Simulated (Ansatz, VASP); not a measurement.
# Two plane-wave programs on LiAu2

```
Li Au
1.0
     0.00000    0.00000    3.97002
     2.78662    0.00000    0.00000
     1.39331    4.17689   -1.98501
Li Au
1 2
Direct
  0.00000 0.00000 0.00000
  0.35300 0.64700 0.70600
  0.64700 0.35300 0.29400
```

Alike in both runs: task single point; functional PBEsol; k mesh 10 × 10 × 10; occupations gaussian, width 0.0275 eV; no spin polarisation.

|  | VASP | Ansatz |
| --- | --- | --- |
| version | VASP 6.6.1 | Ansatz 0.2.0 |
| potentials or method | VASP PAW PBE potentials, release 64 (Li_sv, Au) | PAW plane waves |
| plane-wave cutoff (eV) | 520 | 420 |
| valence electrons in the cell | 25 | 41 |

|  | VASP | Ansatz | Ansatz less VASP |
| --- | --- | --- | --- |
| rms of the force components (eV/Å) | 1.441 | 1.446 | +0.0053 |

Atom by atom the forces differ by 0.005 eV/Å (rms over components). The functional is the same, so the differences come from potentials, cutoffs and numerics. The two sets of potentials don't hold the same shells in valence.

Caveats: the PAW data sets were made with another functional, which shifts forces and pressure a little (VASP). The runs have no spin-orbit coupling, so splittings on Au are missing.
